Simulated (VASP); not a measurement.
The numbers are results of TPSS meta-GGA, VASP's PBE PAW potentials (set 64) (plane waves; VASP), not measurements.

Input for VASP

### KPOINTS_OPT
```
k-points along high-symmetry lines
10
Line-mode
Reciprocal
  0.000000   0.000000   0.000000 ! GAMMA
  0.500000   0.000000   0.500000 ! X

  0.500000   0.000000   0.500000 ! X
  0.625000   0.250000   0.625000 ! U

  0.375000   0.375000   0.750000 ! K
  0.000000   0.000000   0.000000 ! GAMMA

  0.000000   0.000000   0.000000 ! GAMMA
  0.500000   0.500000   0.500000 ! L

  0.500000   0.500000   0.500000 ! L
  0.500000   0.250000   0.750000 ! W

  0.500000   0.250000   0.750000 ! W
  0.500000   0.000000   0.500000 ! X
```

POSCAR:
```
KF
5.4138130
  0.0000000000   0.5000000400   0.5000000400
  0.5000000400   0.0000000000   0.5000000400
  0.5000000400   0.5000000400   0.0000000000
K F
1 1
Cartesian
  1.0000000800   0.5000000400   0.5000000400
  0.5000000400   0.5000000400   0.5000000400
```

### INCAR
```
SYSTEM = KF
PREC = Accurate
ENCUT = 520
EDIFF = 1E-7
NELM = 100
ALGO = Normal
LREAL = .FALSE.
LASPH = .TRUE.
ISMEAR = -5
METAGGA = TPSS
LMIXTAU = .TRUE.
LWAVE = .FALSE.
LCHARG = .FALSE.
LORBIT = 11
NEDOS = 601
ISIF = 2
```

**KPOINTS**
```
K-points
0
gamma
9 9 9
0 0 0
```

POTCAR, in this order: K_sv F (PBE.64 set). Program: vasp_std.

What VASP printed:

OUTCAR:
```
 ion  position               nearest neighbor table
   1  0.000  0.000  0.000-   2 2.71   2 2.71   2 2.71   2 2.71   2 2.71   2 2.71
   2  0.500  0.500  0.500-   1 2.71   1 2.71   1 2.71   1 2.71   1 2.71   1 2.71
  LATTYP: Found a face centered cubic cell.
 ALAT       =     5.4138134332
 Subroutine PRICEL returns:
 Original cell was already a primitive cell.
 Subroutine GETGRP returns: Found 48 space group operations
The static configuration has the point symmetry O_h .
The dynamic configuration has the point symmetry O_h .
 Subroutine INISYM returns: Found 48 space group operations
 Subroutine IBZKPT returns following result:
 Found     35 irreducible k-points:

 Following reciprocal coordinates:
            Coordinates               Weight
  0.000000  0.000000  0.000000      1.000000
  0.111111  0.000000  0.000000      8.000000
  0.222222  0.000000  0.000000      8.000000
  0.333333  0.000000  0.000000      8.000000
  0.444444  0.000000  0.000000      8.000000
  0.111111  0.111111  0.000000      6.000000
  0.222222  0.111111  0.000000     24.000000
  0.333333  0.111111  0.000000     24.000000
  0.444444  0.111111  0.000000     24.000000
...
```

File OSZICAR:
```
       N       E                     dE             d eps       ncg     rms          rms(c)
DAV:   1     0.140482897903E+03    0.14048E+03   -0.91464E+03   840   0.152E+03
DAV:   2     0.549331063378E+01   -0.13499E+03   -0.12465E+03  1332   0.392E+02
DAV:   3    -0.127585714964E+01   -0.67692E+01   -0.67060E+01  1056   0.814E+01
DAV:   4    -0.154305363127E+01   -0.26720E+00   -0.26666E+00  1384   0.175E+01
DAV:   5    -0.154544940607E+01   -0.23958E-02   -0.23955E-02  1040   0.150E+00    0.774E+01
DAV:   6    -0.176310085987E+02   -0.16086E+02   -0.18189E+02   840   0.233E+02    0.295E+01
DAV:   7    -0.172985827855E+02    0.33243E+00   -0.27857E+00  1004   0.184E+01    0.192E+01
DAV:   8    -0.170822969618E+02    0.21629E+00   -0.53676E-01   972   0.708E+00    0.119E+01
DAV:   9    -0.171874883303E+02   -0.10519E+00   -0.54593E-01  1332   0.109E+01    0.481E+00
DAV:  10    -0.172848265459E+02   -0.97338E-01   -0.21599E-01   948   0.687E+00    0.803E-01
DAV:  11    -0.172869816508E+02   -0.21551E-02   -0.12227E-01  1368   0.297E+00    0.570E-01
DAV:  12    -0.172901814741E+02   -0.31998E-02   -0.21113E-02   852   0.195E+00    0.561E-01
DAV:  13    -0.172909905309E+02   -0.80906E-03   -0.19507E-03   884   0.669E-01    0.418E-01
DAV:  14    -0.172920350817E+02   -0.10446E-02   -0.45052E-03  1144   0.608E-01    0.128E-01
DAV:  15    -0.172930271618E+02   -0.99208E-03   -0.37926E-04  1088   0.335E-01    0.580E-02
DAV:  16    -0.172930758887E+02   -0.48727E-04   -0.54677E-05  1316   0.837E-02    0.374E-02
DAV:  17    -0.172930862558E+02   -0.10367E-04   -0.14088E-04  1040   0.102E-01    0.195E-02
DAV:  18    -0.172930849820E+02    0.12738E-05   -0.80871E-06   864   0.346E-02    0.544E-03
DAV:  19    -0.172930861306E+02   -0.11486E-05   -0.22478E-06   876   0.170E-02    0.492E-03
DAV:  20    -0.172930869975E+02   -0.86688E-06   -0.58085E-07   992   0.683E-03    0.243E-03
DAV:  21    -0.172930873438E+02   -0.34635E-06   -0.84477E-08   708   0.328E-03    0.154E-04
DAV:  22    -0.172930873294E+02    0.14401E-07   -0.16538E-08   644   0.143E-03
   1 F= -.17293087E+02 E0= -.17293087E+02  d E =0.000000E+00
       N       E                     dE             ncg
       N       E                     dE             ncg
```

### OUTCAR
```
------------------------ aborting loop because EDIFF is reached ----------------------------------------
  FORCE on cell =-STRESS in cart. coord.  units (eV):
  Direction    XX          YY          ZZ          XY          YZ          ZX
  --------------------------------------------------------------------------------------
  Total        0.0102558      0.0102558      0.0102558      0.0000000     -0.0000000      0.0000000
  in kB        0.4142192      0.4142192      0.4142192      0.0000000     -0.0000000      0.0000000
  external PRESSURE =       0.4142192 kB  Pullay stress =       0.0000000 kB
  volume of cell :       39.67
      direct lattice vectors                 reciprocal lattice vectors
     0.000000000  2.706906717  2.706906717    -0.184712682  0.184712682  0.184712682
     2.706906717  0.000000000  2.706906717     0.184712682 -0.184712682  0.184712682
     2.706906717  2.706906717  0.000000000     0.184712682  0.184712682 -0.184712682
  FREE ENERGIE OF THE ION-ELECTRON SYSTEM (eV)
  ---------------------------------------------------
  free  energy   TOTEN  =       -17.2930873294 eV

  energy  without entropy=      -17.2930873294  energy(sigma->0) =      -17.29308733

 total charge

# of ion       s       p       d       tot
------------------------------------------
    1        1.956   5.555   0.028   7.539
    2        1.697   4.350   0.000   6.047
--------------------------------------------------
tot          3.653   9.905   0.028  13.586
```
(Selected blocks of OUTCAR.)

The compound is KF in the rock salt structure. It was relaxed first.
